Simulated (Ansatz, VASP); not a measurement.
ZnCd2Se3: VASP beside Ansatz

```
Zn Cd Se
1.0
     6.52807    0.00000    0.00000
    -3.26404    5.65348    0.00000
     0.00000    0.00000    3.82710
Zn Cd Se
1 2 3
Cartesian
  0.0000 0.0000 1.9135
  3.2640 1.8845 1.9135
  0.0000 3.7690 1.9135
  -1.6320 2.8267 0.0000
  1.6320 2.8267 0.0000
  3.2640 0.0000 0.0000
```

Change from the starting cell: species swapped into the DyB2Rh3 type (P6/mmm, No. 191).

Alike in both runs: task single point; functional PBE; k mesh 3 × 3 × 4; occupations gaussian, width 0.1 eV; no spin polarisation.

|  | VASP | Ansatz |
| --- | --- | --- |
| version | VASP 6.6.1 | Ansatz 0.2.0 |
| potentials or method | VASP PAW PBE potentials, release 64 (Zn, Cd, Se) | scalar-relativistic, plane waves, PAW |
| plane-wave cutoff (eV) | 520 | 420 |
| valence electrons in the cell | 54 | 100 |

Ansatz gave:

```
gap on the k mesh at the Fermi level (eV)       : none
pressure (GPa)                                  : 8.6
largest component of the traceless stress (GPa) : 3.34
```

What did VASP give for the same quantities?

gap on the k mesh at the Fermi level (eV): none; pressure (GPa): 9.1; largest component of the traceless stress (GPa): 3.55.

A gap of «none» marks a metal or a gap that the smearing closes. The two sets of potentials don't hold the same shells in valence.

Caveats: the k mesh is coarse (spacing up to 0.41 Å⁻¹), so the values aren't converged.
